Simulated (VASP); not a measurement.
Output of a VASP run:

File OSZICAR:
```
       N       E                     dE             d eps       ncg     rms          rms(c)
DAV:   1     0.757158862857E+01    0.75716E+01   -0.33271E+03   464   0.767E+02
DAV:   2    -0.108038849184E+02   -0.18375E+02   -0.17870E+02   736   0.826E+01
DAV:   3    -0.110209867316E+02   -0.21710E+00   -0.21710E+00   568   0.114E+01
DAV:   4    -0.110220482169E+02   -0.10615E-02   -0.10615E-02   760   0.929E-01
DAV:   5    -0.110220486781E+02   -0.46120E-06   -0.46170E-06   568   0.182E-02    0.492E+00
DAV:   6    -0.108942621394E+02    0.12779E+00   -0.84921E-02   568   0.153E+00    0.301E+00
DAV:   7    -0.108363305295E+02    0.57932E-01   -0.15966E-01   592   0.223E+00    0.197E-01
DAV:   8    -0.108374067115E+02   -0.10762E-02   -0.40982E-03   552   0.487E-01    0.744E-02
DAV:   9    -0.108375968388E+02   -0.19013E-03   -0.18456E-04   648   0.108E-01    0.568E-02
DAV:  10    -0.108376237032E+02   -0.26864E-04   -0.32503E-05   552   0.428E-02    0.963E-03
DAV:  11    -0.108376234133E+02    0.28993E-06   -0.56368E-07   688   0.546E-03    0.231E-03
DAV:  12    -0.108376237200E+02   -0.30665E-06   -0.53932E-07   552   0.590E-03    0.810E-04
DAV:  13    -0.108376237269E+02   -0.69124E-08   -0.18437E-09   376   0.382E-04
   1 F= -.11469685E+02 E0= -.11469685E+02  d E =-.283348E-12
```

File OUTCAR:
```
------------------------ aborting loop because EDIFF is reached ----------------------------------------
 Edisp (eV)   -0.63206
  FORCE on cell =-STRESS in cart. coord.  units (eV):
  Direction    XX          YY          ZZ          XY          YZ          ZX
  --------------------------------------------------------------------------------------
  Total       0.00213     0.00213     0.00213     0.00000     0.00000     0.00000
  in kB       0.08563     0.08563     0.08563     0.00000     0.00000     0.00000
  external pressure =        0.09 kB  Pullay stress =        0.00 kB
  volume of cell :       39.80
      direct lattice vectors                 reciprocal lattice vectors
     0.000000000  2.709932786  2.709932786    -0.184506421  0.184506421  0.184506421
     2.709932786  0.000000000  2.709932786     0.184506421 -0.184506421  0.184506421
     2.709932786  2.709932786  0.000000000     0.184506421  0.184506421 -0.184506421
 POSITION                                       TOTAL-FORCE (eV/Angst)
 -----------------------------------------------------------------------------------
      0.00000      0.00000      0.00000         0.000000      0.000000      0.000000
      1.35497      1.35497      1.35497        -0.000000     -0.000000     -0.000000
 -----------------------------------------------------------------------------------
    total drift:                               -0.000000     -0.000000     -0.000000
  FREE ENERGIE OF THE ION-ELECTRON SYSTEM (eV)
  ---------------------------------------------------
  free  energy   TOTEN  =       -11.4696845324 eV

  energy  without entropy=      -11.4696845324  energy(sigma->0) =      -11.46968453
```
(Selected blocks of OUTCAR.)

### POSCAR
```
Si
1
    0.0000000000     2.7099327862     2.7099327862
    2.7099327862     0.0000000000     2.7099327862
    2.7099327862     2.7099327862     0.0000000000
Si
2
Direct
  0.0000000000   0.0000000000   0.0000000000
  0.2500000000   0.2500000000   0.2500000000
```

### Question
Reconstruct the remaining input files.

### Answer
This is not unique; one that fits is the input of the run itself, PBE GGA with D3 dispersion (Becke-Johnson damping), plane waves, VASP's PBE PAW potentials (set 64).

INCAR:
```
ALGO = Normal
EDIFF = 1E-7
ENCUT = 520
GGA = PE
ISIF = 2
ISMEAR = 0
IVDW = 12
LASPH = .TRUE.
LCHARG = .FALSE.
LREAL = .FALSE.
LWAVE = .FALSE.
NELM = 100
PREC = Accurate
SIGMA = 0.05
SYSTEM = Si
```

KPOINTS:
```
Automatic mesh
0
G
 8 8 8
0 0 0
```

POTCAR, in this order: Si (PBE.64 set). Program: vasp_std.

The compound is Si in the diamond structure. It was relaxed first.
